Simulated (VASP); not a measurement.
The system is YAl3N4.

```
Al Y N
1.0
     6.63336    0.00000    0.00000
    -3.31668    5.74466    0.00000
     0.00000    0.00000    5.11430
Al Y N
6 2 8
Cartesian
  1.6583 0.9574 2.5572
  -1.6583 4.7872 0.0000
  0.0000 3.8298 2.5572
  3.3167 1.9149 0.0000
  1.6583 4.7872 0.0000
  3.3167 3.8298 2.5572
  0.0000 1.9149 0.0000
  4.9750 0.9574 2.5572
  0.0000 1.9149 1.9537
  1.6583 0.9574 4.5108
  -1.6583 4.7872 1.9537
  0.0000 3.8298 4.5108
  3.3167 1.9149 1.9537
  4.9750 0.9574 4.5108
  1.6583 4.7872 1.9537
  3.3167 3.8298 4.5108
```

The cell was built by a generator and needn't be a form met in nature.

- Program: VASP 6.6.1
- Task: relaxation of cell and atoms
- Functional: PBEsol
- Potentials or basis: VASP PAW PBE potentials, release 64 (Al, Y_sv, N)
- Cutoff: 600 eV
- k mesh: 4 × 4 × 5
- Occupations: gaussian, width 0.05 eV
- Spin: no spin polarisation

At the start: pressure 6.7 GPa; volume 12.18 Å³/atom.

Problem. How do energy, volume and symmetry change on relaxing?

Solution. Over 24 steps the energy falls by 291.2 meV/atom and the volume is 11.97 Å³/atom (-1.7 %); space group Cmc2_1 (No. 36, to 0.05 Å).

The path:
```
step  energy change (eV)  largest force (eV/Å)  pressure (GPa)  volume (Å³)
   1              0.0000                7.1459            6.71       194.89
   2             -3.3539                1.5401          -11.99       209.57
   3             -3.7918                1.2119           -8.85       205.31
   4             -4.3510                1.0416            4.78       188.01
   5             -4.4086                0.8253            1.15       191.81
   6             -4.5033                0.5682            0.32       192.36
   7             -4.5081                0.5189            0.12       192.51
   8             -4.5760                0.3724           -0.80       193.10
   9             -4.5863                0.4037           -1.29       193.43
  10             -4.6270                0.2187            0.73       190.98
  11             -4.6271                0.2192            0.79       190.90
  12             -4.6424                0.1464           -0.08       191.71
  13             -4.6426                0.1552           -0.20       191.81
  14             -4.6507                0.0935           -0.18       191.75
  15             -4.6513                0.1174           -0.18       191.73
  16             -4.6566                0.0748            0.20       191.28
  17             -4.6566                0.0741            0.21       191.25
  18             -4.6578                0.0516           -0.17       191.60
  19             -4.6579                0.0350           -0.08       191.53
  20             -4.6583                0.0204            0.03       191.41
  21             -4.6583                0.0205            0.02       191.41
  22             -4.6584                0.0105            0.03       191.41
  23             -4.6584                0.0105            0.03       191.41
  24             -4.6585                0.0077           -0.05       191.49
```

Final structure:
```
Al Y N
1.0
     6.51677   -0.10282    0.00000
    -3.34743    5.79792    0.00000
     0.00000    0.00000    5.11467
Al Y N
6 2 8
Direct
  0.32967 0.16208 0.50007
  0.17597 0.83799 0.98808
  0.32967 0.66758 0.50007
  0.67033 0.33792 0.00007
  0.67033 0.83242 0.00007
  0.82403 0.66201 0.48808
  0.20275 0.35138 0.99697
  0.79725 0.14862 0.49696
  0.18216 0.34108 0.44899
  0.35852 0.14618 0.86199
  0.16411 0.83206 0.36985
  0.35852 0.71234 0.86199
  0.64148 0.35382 0.36199
  0.81784 0.15892 0.94899
  0.64148 0.78766 0.36199
  0.83589 0.66794 0.86985
```

Caveat: the PAW data sets were made with another functional, which shifts forces and pressure a little.
